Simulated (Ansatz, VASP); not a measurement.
**MgCdO in VASP and in Ansatz**

```
CELL_PARAMETERS angstrom
3.87715 0.00000 0.00000
0.00000 3.87715 0.00000
0.00000 0.00000 6.91245
ATOMIC_POSITIONS crystal
Mg 0.00000 0.00000 0.00000
Mg 0.50000 0.50000 0.00000
Cd 0.50000 0.00000 0.22000
Cd 0.00000 0.50000 0.78000
O 0.50000 0.00000 0.66100
O 0.00000 0.50000 0.33900
```

Change from the starting cell: species swapped into the GdMnSi type (P4/nmm, No. 129).

Alike in both runs: task single point; functional PBE; k mesh 4 × 4 × 4; occupations gaussian, width 0.1 eV; no spin polarisation.

|  | VASP | Ansatz |
| --- | --- | --- |
| version | VASP 6.6.1 | Ansatz 0.2.0 |
| potentials or method | VASP PAW PBE potentials, release 64 (Mg, Cd, O) | scalar-relativistic, plane waves, PAW |
| plane-wave cutoff (eV) | 520 | 420 |
| valence electrons in the cell | 40 | 72 |

```csv
,VASP,Ansatz,Ansatz less VASP
gap on the k mesh at the Fermi level (eV),0.43,0.42,-0.004
least direct gap on the mesh (eV),0.43,0.42,-0.004
pressure (GPa),7.9,7.8,-0.17
largest component of the traceless stress (GPa),4.07,4.02,-0.051
rms of the force components (eV/Å),2.224,2.216,-0.0076
```

Atom by atom the forces differ by 0.008 eV/Å (rms over components). The two sets of potentials don't hold the same shells in valence.

Caveats: forces of over 1 eV/Å show positions far from the minimum, so gaps and moduli don't describe the material at rest.
